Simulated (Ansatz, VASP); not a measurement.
**GeCN2: VASP beside Ansatz**

```
CELL_PARAMETERS angstrom
1.79379 1.03564 4.92196
-1.79379 1.03564 4.92196
0.00000 -2.07129 4.92196
ATOMIC_POSITIONS crystal
Ge 0.00000 0.00000 0.00000
C 0.50000 0.50000 0.50000
N 0.41610 0.41610 0.41610
N 0.58390 0.58390 0.58390
```

Alike in both runs: task single point; functional PBEsol; k mesh 6 × 6 × 6; no spin polarisation.

|  | VASP | Ansatz |
| --- | --- | --- |
| version | VASP 6.6.1 | Ansatz 0.2.0 |
| potentials or method | VASP PAW PBE potentials, release 64 (Ge_d, C, N) | plane waves, PAW |
| plane-wave cutoff (eV) | 520 | 422 |
| occupations | gaussian, width 0.01 eV | fixed |
| valence electrons in the cell | 28 | 28 |

|  | VASP | Ansatz | Ansatz less VASP |
| --- | --- | --- | --- |
| gap on the k mesh at the Fermi level (eV) | 0.92 | 0.93 | +0.003 |

Caveats: the standard files for N, O and F lose accuracy on very short bonds. PBEsol gaps usually lie below the measured ones, often by a third to a half. A k mesh can miss the band edges.
